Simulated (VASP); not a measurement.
A VASP calculation is set up with these files.

INCAR:
```
SYSTEM=Ti
PREC=Accurate; ENCUT=500; LREAL=.False.
LASPH=.True.
EDIFF=1E-6; NELM=100; ALGO=Normal
LMAXMIX=4
ISMEAR=1; SIGMA=0.1
GGA=PE
IBRION=2; NSW=40; ISIF=3
EDIFFG=-0.02; PSTRESS=50
LWAVE=.False.; LCHARG=.False.
```

POSCAR:
```
Ti
1
    1.4475931146    -2.5073048803    -0.0000000000
    1.4475931146     2.5073048803    -0.0000000000
    0.0000000000     0.0000000000     4.5854474136
Ti
2
Direct
  0.3333330000   0.6666670000   0.2500000000
  0.6666670000   0.3333330000   0.7500000000
```

File KPOINTS:
```
Regular mesh
0
gamma
  14 14 8
```

POTCAR, in this order: Ti_sv (PBE.64 set). Program: vasp_std.

Problem. Write an equivalent input for Quantum ESPRESSO's pw.x.

Solution. One equivalent input (not run):
```
&CONTROL
  calculation = 'vc-relax'
  pseudo_dir = './pseudo'
  outdir = './out'
  tprnfor = .true.
  tstress = .true.
  nstep = 40
  forc_conv_thr = 0.00078
/
&SYSTEM
  ibrav = 0
  nat = 2
  ntyp = 1
  ecutwfc = 84
  occupations = 'smearing'
  smearing = 'methfessel-paxton'
  degauss = 0.00735
  input_dft = 'pbe'
/
&ELECTRONS
  conv_thr = 7.3e-08
  electron_maxstep = 100
/
&IONS
/
&CELL
  press = 50
/
ATOMIC_SPECIES
  Ti 47.867 Ti.upf
CELL_PARAMETERS angstrom
     1.4475931   -2.5073049   -0.0000000
     1.4475931    2.5073049   -0.0000000
     0.0000000    0.0000000    4.5854474
ATOMIC_POSITIONS crystal
  Ti   0.3333330  0.6666670  0.2500000
  Ti   0.6666670  0.3333330  0.7500000
K_POINTS automatic
  14 14 8 0 0 0
```
The two are equivalent in intent, not identical: the potentials are each code's own (VASP's PAW set, PseudoDojo norm-conserving files in pw.x), so ENCUT and ecutwfc are chosen apart and not converted; conv_thr bounds pw.x's estimated SCF error, while EDIFF bounds the energy change between steps; forc_conv_thr acts on force components and is met together with etot_conv_thr.

The compound is Ti in the hcp structure. It was relaxed first under an external pressure of 5 GPa.
